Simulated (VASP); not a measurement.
Output of a VASP run:

File OSZICAR:
```
       N       E                     dE             d eps       ncg     rms          rms(c)
DAV:   1     0.982689197590E+02    0.98269E+02   -0.54913E+03 10150   0.449E+02
DAV:   2    -0.154627455098E+02   -0.11373E+03   -0.96629E+02  9731   0.148E+02
DAV:   3    -0.275129583776E+02   -0.12050E+02   -0.11806E+02 11378   0.423E+01
DAV:   4    -0.276801198052E+02   -0.16716E+00   -0.16706E+00 11079   0.527E+00
DAV:   5    -0.276803668340E+02   -0.24703E-03   -0.24703E-03 10535   0.190E-01    0.530E+00
DAV:   6    -0.248608791947E+02    0.28195E+01   -0.49155E-01  9836   0.140E+01    0.495E+00
DAV:   7    -0.248215010317E+02    0.39378E-01   -0.26962E-01  9591   0.461E+00    0.229E+00
DAV:   8    -0.248648767808E+02   -0.43376E-01   -0.86709E-02  9444   0.138E+00    0.590E-01
DAV:   9    -0.248220080987E+02    0.42869E-01   -0.86138E-02  9388   0.115E+00    0.331E-01
DAV:  10    -0.249019016192E+02   -0.79894E-01   -0.29162E-02  9374   0.660E-01    0.105E-01
DAV:  11    -0.249027506239E+02   -0.84900E-03   -0.91524E-04 11637   0.128E-01    0.644E-02
DAV:  12    -0.249019005168E+02    0.85011E-03   -0.25824E-04 10180   0.119E-01    0.499E-02
DAV:  13    -0.249027487251E+02   -0.84821E-03   -0.28639E-04 10019   0.806E-02    0.121E-02
DAV:  14    -0.249027563114E+02   -0.75863E-05   -0.37636E-05 10943   0.275E-02    0.691E-03
DAV:  15    -0.249027837715E+02   -0.27460E-04   -0.28135E-06 10518   0.173E-02    0.311E-03
DAV:  16    -0.249027842176E+02   -0.44612E-06   -0.20632E-06 10510   0.783E-03    0.130E-03
DAV:  17    -0.249027864654E+02   -0.22477E-05   -0.15297E-07 10638   0.179E-03    0.952E-04
DAV:  18    -0.249027854612E+02    0.10042E-05   -0.16353E-08  9725   0.956E-04    0.381E-04
DAV:  19    -0.249027857515E+02   -0.29032E-06   -0.53771E-09  7577   0.328E-04    0.925E-05
DAV:  20    -0.249027856314E+02    0.12005E-06   -0.50433E-10  5842   0.130E-04    0.371E-05
DAV:  21    -0.249027855771E+02    0.54323E-07   -0.12109E-10  5632   0.593E-05
   1 F= -.24902786E+02 E0= -.24902786E+02  d E =-.165423E-14
 imaginary and real dielectric function
```

File OUTCAR:
```
------------------------ aborting loop because EDIFF is reached ----------------------------------------
  FORCE on cell =-STRESS in cart. coord.  units (eV):
  Direction    XX          YY          ZZ          XY          YZ          ZX
  --------------------------------------------------------------------------------------
  Total        0.0094523      0.0094523      0.0094523     -0.0000000     -0.0000000      0.0000000
  in kB        0.3345626      0.3345626      0.3345626     -0.0000000     -0.0000000      0.0000000
  external PRESSURE =       0.3345626 kB  Pullay stress =       0.0000000 kB
  volume of cell :       45.27
      direct lattice vectors                 reciprocal lattice vectors
     0.000000000  2.828652383  2.828652383    -0.176762618  0.176762618  0.176762618
     2.828652383  0.000000000  2.828652383     0.176762618 -0.176762618  0.176762618
     2.828652383  2.828652383  0.000000000     0.176762618  0.176762618 -0.176762618
  FREE ENERGIE OF THE ION-ELECTRON SYSTEM (eV)
  ---------------------------------------------------
  free  energy   TOTEN  =       -24.9027855771 eV

  energy  without entropy=      -24.9027855771  energy(sigma->0) =      -24.90278558

 plasma frequency squared (from intraband transitions) (eV^2)
  --------------------------------------------------------------------------------------
       0.000       0.000       0.000
       0.000       0.000       0.000
       0.000       0.000       0.000

 plasma frequency squared (from interband transitions, int dw w eps(2)(w)) (eV^2)
  --------------------------------------------------------------------------------------
     320.925       0.000      -0.000      -0.000      -0.000      -0.000
      -0.000       0.000     320.925       0.000      -0.000       0.000
      -0.000       0.000      -0.000      -0.000     320.925       0.000
```
(Selected blocks of OUTCAR.)

POSCAR:
```
ZnSe
1
    0.0000000000     2.8286523828     2.8286523828
    2.8286523828    -0.0000000000     2.8286523828
    2.8286523828     2.8286523828     0.0000000000
Zn Se
1 1
Direct
  0.0000000000   0.0000000000   0.0000000000
  0.2500000000   0.2500000000   0.2500000000
```

Problem. Write an INCAR and KPOINTS that could have produced this output.

Solution. This is not unique; one that fits is the input of the run itself, r2SCAN meta-GGA, plane waves, VASP's PBE PAW potentials (set 64).

**INCAR**
```
SYSTEM = ZnSe
PREC = Accurate
ENCUT = 400
EDIFF = 1E-7
NELM = 100
ALGO = Normal
LREAL = .FALSE.
LASPH = .TRUE.
ISMEAR = 0
SIGMA = 0.01
METAGGA = R2SCAN
LMIXTAU = .TRUE.
LMAXMIX = 4
LWAVE = .FALSE.
LCHARG = .FALSE.
LOPTICS = .TRUE.
LPEAD = .TRUE.
NBANDS = 39
NEDOS = 1001
CSHIFT = 0.1
```

**KPOINTS**
```
Automatic
0
Gamma
 15 15 15
```

POTCAR, in this order: Zn Se (PBE.64 set). Program: vasp_std.

The compound is ZnSe in the zinc blende structure. It was relaxed first.
